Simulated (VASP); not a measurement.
Input:

```yaml
crystal:
  lattice:
    - [0.00000, 3.82106, 3.82106]
    - [3.82106, 0.00000, 3.82106]
    - [3.82106, 3.82106, 0.00000]
  atoms:
    - { symbol: Rb, position: [0.00000, 0.00000, 0.00000] }
    - { symbol: Br, position: [0.25000, 0.25000, 0.25000] }
```

These are PBEsol GGA, VASP's PBE PAW potentials (set 64) (plane waves; VASP 6.6.1) values and carry that method's errors. Run with 400 eV cut-off, 6×6×6 Γ-centred mesh, Gaussian smearing of 0.050 eV, potentials Rb_sv Br.

Task: Estimate the energy per atom (σ→0), band gap (on the k-mesh) with the smallest direct gap where there is one.

Result: 
The band gap (on the k-mesh) comes out as 4.16 eV. The smallest direct gap (on the k-mesh) is 4.27 eV. The energy per atom (σ→0) is -3.065 eV/atom.

Total energies compare only between runs with the same potentials, cut-off and functional.

The structure was generated: RbBr was put into the zinc blende type (F-43m), which need not be its known phase. It was relaxed first, which changed the volume by -8 %. The start is the result of an earlier pass.
